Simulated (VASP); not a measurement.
LiP2:

```xyz
6
Lattice="3.8632 0.0000 0.0000 -1.9316 3.3456 0.0000 0.0000 0.0000 12.8260" Properties=species:S:1:pos:R:3 pbc="T T T"
Li    0.0000    0.0000    8.9942
Li    0.0000    0.0000    3.8318
P     1.9316    1.1152    7.9880
P     0.0000    0.0000   11.2510
P     0.0000    2.2304    4.8380
P     0.0000    0.0000    1.5750
```

The cell was built by a generator and needn't be a form met in nature.

| Property | Result |
| --- | --- |
| Program | VASP 6.6.1 |
| Task | relaxation of cell and atoms |
| Functional | PBE |
| Dispersion | D3(BJ) |
| Potentials or basis | VASP PAW PBE potentials, release 64 (Li_sv, P) |
| Cutoff | 600 eV |
| k mesh | 6 × 6 × 2 |
| Occupations | gaussian, width 0.1 eV |
| Spin | no spin polarisation |

At the start: pressure -6.9 GPa; volume 27.63 Å³/atom.

Question: How do energy, volume and symmetry change on relaxing?

Answer: Over 29 steps the energy falls by 1513.7 meV/atom and the volume is 16.35 Å³/atom (-40.8 %); space group P-3m1 (No. 164, to 0.05 Å).

The path:
| step | energy change (eV) | largest force (eV/Å) | pressure (GPa) | volume (Å³) |
| --- | --- | --- | --- | --- |
| 1 | 0.0000 | 2.1093 | -6.88 | 165.77 |
| 2 | -1.7726 | 2.9118 | -6.84 | 138.89 |
| 3 | -1.4357 | 6.7830 | 35.80 | 75.89 |
| 4 | -2.7933 | 3.2958 | -3.70 | 117.94 |
| 5 | -3.6055 | 4.3612 | 5.23 | 95.39 |
| 6 | -4.2564 | 4.8154 | 10.17 | 89.63 |
| 7 | -4.3385 | 5.3513 | 15.45 | 86.15 |
| 8 | -5.1016 | 5.2329 | 16.10 | 84.93 |
| 9 | -5.9678 | 13.9791 | 25.79 | 81.29 |
| 10 | -6.7048 | 12.4677 | 23.97 | 81.45 |
| 11 | -7.7893 | 7.6949 | 22.81 | 81.87 |
| 12 | -8.2287 | 5.1178 | 17.90 | 83.03 |
| 13 | -8.7372 | 1.1981 | 6.70 | 86.56 |
| 14 | -8.7413 | 1.4043 | 5.97 | 86.88 |
| 15 | -8.7787 | 1.2173 | 5.61 | 87.37 |
| 16 | -8.8717 | 0.8482 | 4.68 | 88.85 |
| 17 | -8.9834 | 0.4871 | 3.02 | 91.85 |
| 18 | -8.8485 | 2.3163 | 0.93 | 98.04 |
| 19 | -8.9974 | 0.6776 | 2.42 | 93.31 |
| 20 | -9.0343 | 0.4050 | 1.69 | 94.80 |
| 21 | -9.0665 | 0.2890 | 0.50 | 97.57 |
| 22 | -9.0670 | 0.3287 | 0.34 | 98.03 |
| 23 | -9.0735 | 0.0935 | -0.21 | 98.41 |
| 24 | -9.0749 | 0.1060 | -0.60 | 98.69 |
| 25 | -9.0798 | 0.0647 | -0.37 | 98.54 |
| 26 | -9.0813 | 0.0740 | -0.16 | 98.40 |
| 27 | -9.0819 | 0.0456 | -0.08 | 98.25 |
| 28 | -9.0819 | 0.0451 | -0.06 | 98.21 |
| 29 | -9.0820 | 0.0305 | 0.02 | 98.12 |

Final structure:
```
Li P
1.0
     3.11681    0.00000    0.00000
    -1.55840    2.69924    0.00000
     0.00000    0.00000   11.66233
Li P
2 4
Direct
  0.00000 0.00000 0.71425
  0.00000 0.00000 0.28575
  0.66667 0.33333 0.55793
  0.00000 0.00000 0.91414
  0.33333 0.66667 0.44207
  0.00000 0.00000 0.08586
```

Caveat: the cutoff is under 1.25 times the usual one of these potentials, so pressure, stress and relaxed cells hold a basis-set (Pulay) error; the volume moved by over 15 % at a fixed basis, so the end points are rough; pairwise dispersion overbinds metals, which lowers pressure and volume.
